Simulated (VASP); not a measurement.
Input for VASP

POSCAR:
```
MoSi2
1
   -1.6371000000     1.6371000000     4.0035000000
    1.6371000000    -1.6371000000     4.0035000000
    1.6371000000     1.6371000000    -4.0035000000
Si Mo
2 1
Direct
  0.6650000000   0.6650000000   0.0000000000
  0.3350000000   0.3350000000   0.0000000000
  0.0000000000   0.0000000000   0.0000000000
```

File KPOINTS:
```
Automatic mesh
0
Gamma
10 10 10
0 0 0
```

**INCAR**
```
SYSTEM = MoSi2
PREC = Accurate
ENCUT = 400
EDIFF = 1E-6
NELM = 100
ALGO = Normal
LREAL = .FALSE.
LASPH = .TRUE.
ISMEAR = 1
SIGMA = 0.1
GGA = PE
LMAXMIX = 4
LWAVE = .FALSE.
LCHARG = .FALSE.
ISIF = 2
LEPSILON = .TRUE.
```

POTCAR, in this order: Si Mo_sv (PBE.64 set). Program: vasp_std.

Output

File standard output:
```
...
RMM:   2    -0.355358972231E+01   -0.20079E+00   -0.11498E-01  5045   0.127E+00
RMM:   3    -0.355644592734E+01   -0.28562E-02   -0.93964E-03  5139   0.213E-01
RMM:   4    -0.355659297300E+01   -0.14705E-03   -0.50751E-04  4834   0.487E-02
RMM:   5    -0.355660061331E+01   -0.76403E-05   -0.38536E-05  4232   0.126E-02
RMM:   6    -0.355660126095E+01   -0.64764E-06   -0.24759E-06  3502   0.345E-03
 change of polarisation eV/A/(eV/A) component  3 :     1.156     1.062     7.113
 dielectric tensor                  component  3 :     4.873     4.479    30.990
 Linear response to external field, progress :
  Direction:   1
       N       E                     dE             d eps       ncg     rms          rms(c)
RMM:   1    -0.254966128211E+01   -0.25497E+01   -0.15874E+01 10939   0.748E+00
RMM:   2    -0.286160206941E+01   -0.31194E+00   -0.87952E-02  8551   0.131E+00    0.152E+00
RMM:   3    -0.280202344568E+01    0.59579E-01   -0.11412E-01  8503   0.230E+00    0.718E-01
RMM:   4    -0.281243434368E+01   -0.10411E-01   -0.66165E-02  8404   0.170E+00    0.236E-01
RMM:   5    -0.281951981071E+01   -0.70855E-02   -0.42971E-03  8361   0.504E-01    0.533E-02
RMM:   6    -0.282215001711E+01   -0.26302E-02   -0.65515E-04  8703   0.172E-01    0.174E-02
RMM:   7    -0.282227437716E+01   -0.12436E-03   -0.73919E-05  8889   0.560E-02    0.304E-03
RMM:   8    -0.282229777930E+01   -0.23402E-04   -0.63163E-06  8992   0.117E-02    0.171E-03
RMM:   9    -0.282231921376E+01   -0.21434E-04   -0.16708E-06  8943   0.351E-03    0.562E-04
RMM:  10    -0.282232868493E+01   -0.94712E-05    0.63110E-07  8469   0.170E-03    0.163E-04
RMM:  11    -0.282232586555E+01    0.28194E-05    0.15639E-07  4000   0.543E-04    0.747E-05
RMM:  12    -0.282232520237E+01    0.66318E-06   -0.44196E-07  2554   0.453E-04    0.157E-05
 change of polarisation eV/A/(eV/A) component  1 :     5.572    -0.262     1.075
 dielectric tensor                  component  1 :    24.493    -1.103     4.532
 Linear response to external field, progress :
  Direction:   2
       N       E                     dE             d eps       ncg     rms          rms(c)
RMM:   1    -0.254966014766E+01   -0.25497E+01   -0.15874E+01 10939   0.748E+00
RMM:   2    -0.286159776687E+01   -0.31194E+00   -0.87964E-02  8549   0.131E+00    0.152E+00
RMM:   3    -0.280202322472E+01    0.59575E-01   -0.11412E-01  8503   0.230E+00    0.718E-01
RMM:   4    -0.281243257844E+01   -0.10409E-01   -0.66160E-02  8399   0.170E+00    0.236E-01
RMM:   5    -0.281948689475E+01   -0.70543E-02   -0.42894E-03  8369   0.503E-01    0.537E-02
RMM:   6    -0.282207387298E+01   -0.25870E-02   -0.62058E-04  8722   0.167E-01    0.171E-02
RMM:   7    -0.282225534000E+01   -0.18147E-03   -0.53677E-05  9092   0.471E-02    0.754E-03
RMM:   8    -0.282227194184E+01   -0.16602E-04   -0.10424E-05  8831   0.184E-02    0.242E-03
RMM:   9    -0.282232261390E+01   -0.50672E-04   -0.20594E-06  8735   0.642E-03    0.557E-04
RMM:  10    -0.282232678878E+01   -0.41749E-05    0.20137E-06  8112   0.174E-03    0.172E-04
RMM:  11    -0.282232451009E+01    0.22787E-05   -0.13120E-07  4514   0.638E-04    0.648E-05
RMM:  12    -0.282232457618E+01   -0.66088E-07    0.14252E-07  2561   0.454E-04    0.179E-05
 change of polarisation eV/A/(eV/A) component  2 :    -0.258     5.572     0.141
 dielectric tensor                  component  2 :    -1.086    24.493     0.594
 Linear response to external field, progress :
  Direction:   3
       N       E                     dE             d eps       ncg     rms          rms(c)
RMM:   1    -0.335280276791E+01   -0.33528E+01   -0.22544E+01  6396   0.747E+00
RMM:   2    -0.355358971690E+01   -0.20079E+00   -0.11498E-01  5045   0.127E+00    0.161E+00
RMM:   3    -0.346725071650E+01    0.86339E-01   -0.25841E-01  5168   0.281E+00    0.755E-01
RMM:   4    -0.348306593643E+01   -0.15815E-01   -0.86181E-02  5125   0.156E+00    0.333E-01
RMM:   5    -0.349902464716E+01   -0.15959E-01   -0.11264E-02  4918   0.649E-01    0.106E-01
RMM:   6    -0.350203922643E+01   -0.30146E-02   -0.34701E-03  4983   0.331E-01    0.324E-02
RMM:   7    -0.350296138175E+01   -0.92216E-03   -0.22638E-04  5226   0.826E-02    0.126E-02
RMM:   8    -0.350304047493E+01   -0.79093E-04   -0.34826E-05  5301   0.306E-02    0.564E-03
RMM:   9    -0.350311264055E+01   -0.72166E-04   -0.10611E-05  5303   0.137E-02    0.195E-03
RMM:  10    -0.350312643855E+01   -0.13798E-04   -0.22060E-06  4868   0.420E-03    0.891E-04
RMM:  11    -0.350313152481E+01   -0.50863E-05    0.54901E-07  4863   0.165E-03    0.334E-04
RMM:  12    -0.350313348483E+01   -0.19600E-05   -0.12183E-06  4070   0.100E-03    0.780E-05
RMM:  13    -0.350313317783E+01    0.30700E-06   -0.13219E-07  1322   0.439E-04    0.431E-05
 change of polarisation eV/A/(eV/A) component  3 :     1.136     1.053     6.912
 dielectric tensor                  component  3 :     4.788     4.440    30.143
 Born effective charges drift removed
```

OUTCAR:
```
------------------------ aborting loop because EDIFF is reached ----------------------------------------

 HEAD OF MICROSCOPIC STATIC DIELECTRIC TENSOR (INDEPENDENT PARTICLE, excluding Hartree and local field effects)
 ------------------------------------------------------
          25.160222     0.000000     0.000000
           0.000000    25.160222    -0.000000
           0.000000     0.000000    30.990432
 ------------------------------------------------------

 MACROSCOPIC STATIC DIELECTRIC TENSOR (including local field effects in DFT)
 ------------------------------------------------------
          24.492845     0.000000     0.000000
           0.000000    24.492845     0.000000
          -0.000000    -0.000000    30.142925
 ------------------------------------------------------

 PIEZOELECTRIC TENSOR (including local field effects)  for field in x, y, z        (e  Angst)
          XX          YY          ZZ          XY          YZ          ZX
  --------------------------------------------------------------------------------
  x     0.00000     0.00000     0.00000     0.00000     0.00000     0.00000
  y     0.00000     0.00000     0.00000     0.00000     0.00000     0.00000
  z     0.00000     0.00000     0.00000     0.00000     0.00000     0.00000

 PIEZOELECTRIC TENSOR (including local field effects)  for field in x, y, z        (C/m^2)
          XX          YY          ZZ          XY          YZ          ZX
  --------------------------------------------------------------------------------
  x     0.00000     0.00000     0.00000     0.00000     0.00000     0.00000
  y     0.00000     0.00000     0.00000     0.00000     0.00000     0.00000
  z     0.00000     0.00000     0.00000     0.00000     0.00000     0.00000

 BORN EFFECTIVE CHARGES (including local field effects) (in |e|, cummulative output)
 ---------------------------------------------------------------------------------
 ion    1
    1     4.00046     0.00000     0.00000
    2     0.00000     4.00046     0.00000
    3     0.00000     0.00000     3.88812
 ion    2
    1     4.00046     0.00000     0.00000
    2     0.00000     4.00046     0.00000
    3     0.00000    -0.00000     3.88812
 ion    3
    1    -8.00092    -0.00000     0.00000
    2    -0.00000    -8.00092     0.00000
    3     0.00000    -0.00000    -7.77623
```
(Selected blocks of OUTCAR.)

Task: Read input and log: which fault does this run have?
A. one atom is typed twice, on or next to the same site
B. the tetrahedron method needs a mesh, and KPOINTS holds a single point
C. POTIM is too large for the ionic optimiser
D. LEPSILON was set for a metal

Result: D, LEPSILON was set for a metal. The run ends without an error. Against the sound run, the energy per atom (σ→0) hardly moves; the pressure is nearly the same; the largest force stays essentially unchanged.

To mend it, drop LEPSILON, since a metal has no finite static dielectric tensor or Born charges. The plain static run on this cell (PBE GGA, plane waves, VASP's PBE PAW potentials (set 64)) converges, and its OSZICAR ends with
```
   1 F= -.23191858E+02 E0= -.23191851E+02  d E =-.203572E-04
```

The compound is MoSi2 in the MoSi2 type structure. The cell was not relaxed at this level.
